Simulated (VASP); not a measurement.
```
ZnO
1.0
    1.64299    -2.84574     0.00000
    1.64299     2.84574     0.00000
    0.00000     0.00000     5.30473
Zn O
2 2
Direct
  0.66667   0.33333   0.50125
  0.33333   0.66667   0.00125
  0.66667   0.33333   0.88075
  0.33333   0.66667   0.38075
```

These are PBE GGA, VASP's PBE PAW potentials (set 64) (plane waves; VASP) values and carry that method's errors. Numerical set-up: 620 eV cut-off, 8×8×4 Γ-centred mesh, Gaussian smearing of 0.050 eV, potentials Zn O.

Task: What does the run give for the energy per atom (σ→0)?

Result: 
```json
{
 "energy per atom (σ→0)": "-4.467 eV/atom"
}
```

Total energies compare only between runs with the same potentials, cut-off and functional.

The compound is ZnO in the wurtzite structure. It was relaxed first.
